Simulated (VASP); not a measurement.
```yaml
crystal:
  lattice:
    - [2.30392, -3.99051, 0.00000]
    - [2.30392, 3.99051, 0.00000]
    - [0.00000, 0.00000, 7.49758]
  atoms:
    - { symbol: Mg, position: [0.66667, 0.33333, 0.49984] }
    - { symbol: Mg, position: [0.33333, 0.66667, 0.99984] }
    - { symbol: Te, position: [0.66667, 0.33333, 0.87616] }
    - { symbol: Te, position: [0.33333, 0.66667, 0.37616] }
```

Level of theory: PBE GGA, VASP's PBE PAW potentials (set 64) (plane waves; VASP). Run with 400 eV cut-off, 6×6×3 Γ-centred mesh, Gaussian smearing of 0.050 eV, potentials Mg Te.

Unless said otherwise, spin-orbit coupling is left out, though it shifts the bands of the heavy elements here.

Problem. Predict the energy per atom (σ→0), band gap (on the k-mesh) with the smallest direct gap where there is one.

Solution. 
```
Quantity                                     Result
-----------------------------------  --------------
band gap (on the k-mesh)                    2.36 eV
smallest direct gap (on the k-mesh)         2.36 eV
energy per atom (σ→0)                -3.202 eV/atom
```

The absolute energy has meaning only against runs of the same code, potentials and settings.

The compound is MgTe in the wurtzite structure. It was relaxed first. The start is the result of an earlier pass.
